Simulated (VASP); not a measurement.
Here is the system:

```
KI
1.0
    0.00000     3.65608     3.65608
    3.65608     0.00000     3.65608
    3.65608     3.65608     0.00000
K I
1 1
Direct
  0.00000   0.00000   0.00000
  0.50000   0.50000   0.50000
```

The numbers are results of vdW-DF2, VASP's PBE PAW potentials (set 64) (plane waves; VASP 6.6.1), not measurements. Settings: 520 eV cut-off, 7×7×7 Γ-centred mesh, Gaussian smearing of 0.050 eV, potentials K_sv I.

Unless said otherwise, spin-orbit coupling is left out, though it shifts the bands of the heavy elements here.

Q: What does the run give for the energy per atom (σ→0), band gap (on the k-mesh) with the smallest direct gap where there is one?

A: 
```yaml
band gap (on the k-mesh): 3.41 eV
smallest direct gap (on the k-mesh): 3.41 eV
energy per atom (σ→0): -0.885 eV/atom
```

Only differences to runs with the same potentials and settings are physical.

The compound is KI in the rock salt structure. This cell is one point of a volume scan, at 1.06 of the reference volume.
